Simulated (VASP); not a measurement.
Wanted: the native input for a VASP 6.6.1 run.

| Property | Result |
| --- | --- |
| Task | single point |
| Functional | PBE |
| Potentials or basis | VASP PAW PBE potentials, release 64 (Be, Sn_d, Cl) |
| Cutoff | 520 eV |
| k mesh | 4 × 4 × 6 |
| Occupations | gaussian, width 0.1 eV |
| Spin | no spin polarisation |
| Dipole correction | no |
| Further INCAR settings | ALGO = Fast; EDIFF = 1e-06; NBANDS = 20 |

The structure of Be2SnCl lies in POSCAR:

```
Be2SnCl
1.0
    4.6267561297      0.0000000000      0.0000000000
    0.0000000000      4.6267561297      0.0000000000
    0.0000000000      0.0000000000      3.0329759919
Be Sn Cl
2 1 1
Direct
    0.5000000000      0.0000000000      0.0000000000
    0.0000000000      0.5000000000      0.0000000000
    0.0000000000      0.0000000000      0.5000000000
    0.5000000000      0.5000000000      0.0000000000
```

The cell was built by a generator and needn't be a form met in nature.

The cell isn't the ideal one: random cell by space group and Wyckoff sites (P4mm, No. 99).

The input as run:

INCAR

```
ALGO = Fast
EDIFF = 1E-6
ENCUT = 520
GGA = PE
ISIF = 2
ISMEAR = 0
LASPH = T
LCHARG = F
LREAL = F
LWAVE = F
NBANDS = 20
NELM = 80
PREC = Accurate
SIGMA = 0.1
```

KPOINTS

```
k-points
0
Gamma
  4 4 6
```

Potentials or basis: VASP PAW PBE potentials, release 64 (Be, Sn_d, Cl).

Run with:

```sh
$ cat potpaw_PBE.64/Be/POTCAR potpaw_PBE.64/Sn_d/POTCAR potpaw_PBE.64/Cl/POTCAR > POTCAR
$ mpirun -np 1 vasp_std > vasp.out
```

It gave:

* Pressure: -0.1 GPa
* Band gap on the k mesh: none (metal or under the smearing width)

Caveat: an odd number of electrons without spin polarisation forces a metal; a magnetic or distorted state may lie lower.

Wall time 16 s on 1 thread of Intel(R) Xeon(R) Platinum 8375C CPU @ 2.90GHz (Ice Lake) (shared host), peak memory 0.19 GiB.
